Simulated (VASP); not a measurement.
Calculation: LDA (Ceperley-Alder, Perdew-Zunger), VASP's LDA PAW potentials (set 64) (plane waves; VASP).

VASP ran on this input.

**INCAR**
```
SYSTEM  =  CuAu
PREC  =  Accurate; ENCUT  =  500; LREAL  =  F
LASPH  =  T
EDIFF  =  1E-6; NELM  =  100; ALGO  =  Normal
LMAXMIX  =  6
ISMEAR  =  1; SIGMA  =  0.1
IBRION  =  2; NSW  =  40; ISIF  =  3
EDIFFG  =  -0.02; PSTRESS  =  100
LWAVE  =  F; LCHARG  =  F
```

### KPOINTS
```
Automatic mesh
0
Gamma
13 13 10
0 0 0
```

### POSCAR
```
CuAu
1
    2.7380661319     0.0000000000     0.0000000000
    0.0000000000     2.7380661319     0.0000000000
    0.0000000000     0.0000000000     3.5995193595
Cu Au
1 1
Direct
  0.0000000000   0.0000000000   0.0000000000
  0.5000000000   0.5000000000   0.5000000000
```

POTCAR, in this order: Cu Au (LDA.64 set). Program: vasp_std.

Q: What will the output report for the number of irreducible k-points (NKPTS), largest plane-wave count, number of space-group operations, FFT grid (NGX, NGY, NGZ)?

A: 
| Property | Value |
|---|---|
| number of irreducible k-points (NKPTS) | 168 |
| largest plane-wave count | 699 |
| number of space-group operations | 16 |
| FFT grid (NGX, NGY, NGZ) | 20 × 20 × 28 |

The compound is CuAu in the L1_0 structure. This run relaxes it under an external pressure of 10 GPa. Symmetry was kept, so distortions that lower it aren't found.
